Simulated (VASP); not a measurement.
Input:

```
CELL_PARAMETERS angstrom
      0.00000     2.32000     2.32000
      2.32000     0.00000     2.32000
      2.32000     2.32000     0.00000
ATOMIC_POSITIONS crystal
  Hf 0.00000 0.00000 0.00000
  C  0.50000 0.50000 0.50000
```

The numbers are results of PBE GGA with D4 dispersion, VASP's PBE PAW potentials (set 64) (plane waves; VASP 6.6.1), not measurements. Run with 520 eV cut-off, 12×12×12 Γ-centred mesh, first-order Methfessel-Paxton smearing of 0.10 eV, potentials Hf_pv C.

### Question
The ions, cell shape and volume are relaxed. What does this cell relax into?

### Answer

```
CELL_PARAMETERS angstrom
      0.00000     2.31220     2.31220
      2.31220     0.00000     2.31220
      2.31220     2.31220     0.00000
ATOMIC_POSITIONS crystal
  Hf 0.00000 0.00000 0.00000
  C  0.50000 0.50000 0.50000
```
Space group Fm-3m (225), at a tolerance of 0.03 Å.

### Question
How do energy and volume change from the first to the last step?

### Answer
The energy (σ→0) changes by -1.0 meV/atom and the volume by -1.0 %, in 3 ionic steps.

```
step  E(σ→0) (eV)  max force (eV/Å)  pressure (GPa)  volume (Å³)
----  -----------  ----------------  --------------  -----------
1        -21.5486             0.000           -2.44        24.97
2        -21.5446             0.000            4.51        24.29
3        -21.5505             0.000           -0.01        24.72
```

The compound is HfC in the rock salt structure. This run relaxes it. Symmetry was kept, so distortions that lower it aren't found.
